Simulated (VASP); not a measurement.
A convergence study with VASP on BP (zinc blende): one setting is varied, all else stays as given below, so the limit is that of these other settings.

```yaml
crystal:
  lattice:
    - [0.00000, 2.27000, 2.27000]
    - [2.27000, 0.00000, 2.27000]
    - [2.27000, 2.27000, 0.00000]
  atoms:
    - { symbol: B, position: [0.00000, 0.00000, 0.00000] }
    - { symbol: P, position: [0.25000, 0.25000, 0.25000] }
```

These are PBE GGA, VASP's PBE PAW potentials (set 64) (plane waves; VASP) values and carry that method's errors. The tightest run used: 700 eV cut-off, 19×19×19 Γ-centred mesh, tetrahedra with Blöchl corrections, potentials B P.

Gaps are read on the run's mesh, which can miss a band edge.

Question: The settings run are 3×3×3 mesh; 4×4×4 mesh; 5×5×5 mesh; 6×6×6 mesh; 7×7×7 mesh; 8×8×8 mesh; 9×9×9 mesh; 10×10×10 mesh; 11×11×11 mesh; 12×12×12 mesh; 13×13×13 mesh; 14×14×14 mesh; 15×15×15 mesh; 16×16×16 mesh; 17×17×17 mesh; 18×18×18 mesh; 19×19×19 mesh. From which on does the stress (every component) stay within 0.5 GPa of the tightest run?

Answer: From 5×5×5 mesh on: it is off by 0.38 there and by no more than 0.5 in any finer run, while 4×4×4 mesh is off by 1.11.
```json
[
 {"setting": "3×3×3 mesh", "E (eV/atom)": "-6.1537", "pressure (GPa)": "4.34", "gap on the mesh (eV)": "1.334", "irreducible k-points": "4", "difference judged (GPa)": "3.63"},
 {"setting": "4×4×4 mesh", "E (eV/atom)": "-6.3808", "pressure (GPa)": "1.81", "gap on the mesh (eV)": "1.314", "irreducible k-points": "8", "difference judged (GPa)": "1.11"},
 {"setting": "5×5×5 mesh", "E (eV/atom)": "-6.4403", "pressure (GPa)": "1.08", "gap on the mesh (eV)": "1.234", "irreducible k-points": "10", "difference judged (GPa)": "0.38"},
 {"setting": "6×6×6 mesh", "E (eV/atom)": "-6.4580", "pressure (GPa)": "0.84", "gap on the mesh (eV)": "1.332", "irreducible k-points": "16", "difference judged (GPa)": "0.13"},
 {"setting": "7×7×7 mesh", "E (eV/atom)": "-6.4636", "pressure (GPa)": "0.75", "gap on the mesh (eV)": "1.241", "irreducible k-points": "20", "difference judged (GPa)": "0.05"},
 {"setting": "8×8×8 mesh", "E (eV/atom)": "-6.4656", "pressure (GPa)": "0.72", "gap on the mesh (eV)": "1.271", "irreducible k-points": "29", "difference judged (GPa)": "0.02"},
 {"setting": "9×9×9 mesh", "E (eV/atom)": "-6.4663", "pressure (GPa)": "0.71", "gap on the mesh (eV)": "1.258", "irreducible k-points": "35", "difference judged (GPa)": "0.01"},
 {"setting": "10×10×10 mesh", "E (eV/atom)": "-6.4665", "pressure (GPa)": "0.71", "gap on the mesh (eV)": "1.242", "irreducible k-points": "47", "difference judged (GPa)": "0.00"},
 {"setting": "11×11×11 mesh", "E (eV/atom)": "-6.4666", "pressure (GPa)": "0.70", "gap on the mesh (eV)": "1.273", "irreducible k-points": "56", "difference judged (GPa)": "0.00"},
 {"setting": "12×12×12 mesh", "E (eV/atom)": "-6.4666", "pressure (GPa)": "0.70", "gap on the mesh (eV)": "1.238", "irreducible k-points": "72", "difference judged (GPa)": "0.00"},
 {"setting": "13×13×13 mesh", "E (eV/atom)": "-6.4666", "pressure (GPa)": "0.70", "gap on the mesh (eV)": "1.257", "irreducible k-points": "84", "difference judged (GPa)": "0.00"},
 {"setting": "14×14×14 mesh", "E (eV/atom)": "-6.4667", "pressure (GPa)": "0.70", "gap on the mesh (eV)": "1.242", "irreducible k-points": "104", "difference judged (GPa)": "0.00"},
 {"setting": "15×15×15 mesh", "E (eV/atom)": "-6.4667", "pressure (GPa)": "0.70", "gap on the mesh (eV)": "1.242", "irreducible k-points": "120", "difference judged (GPa)": "0.00"},
 {"setting": "16×16×16 mesh", "E (eV/atom)": "-6.4667", "pressure (GPa)": "0.70", "gap on the mesh (eV)": "1.250", "irreducible k-points": "145", "difference judged (GPa)": "0.00"},
 {"setting": "17×17×17 mesh", "E (eV/atom)": "-6.4667", "pressure (GPa)": "0.70", "gap on the mesh (eV)": "1.238", "irreducible k-points": "165", "difference judged (GPa)": "0.00"},
 {"setting": "18×18×18 mesh", "E (eV/atom)": "-6.4667", "pressure (GPa)": "0.70", "gap on the mesh (eV)": "1.252", "irreducible k-points": "195", "difference judged (GPa)": "0.00"},
 {"setting": "19×19×19 mesh", "E (eV/atom)": "-6.4667", "pressure (GPa)": "0.70", "gap on the mesh (eV)": "1.239", "irreducible k-points": "220", "difference judged (GPa)": "0.00"}
]
```

Left out are rungs that failed or repeat a setting and relaxations that didn't move; long series are thinned to 24 rows.

The compound is BP in the zinc blende structure. The cell was not relaxed at this level.
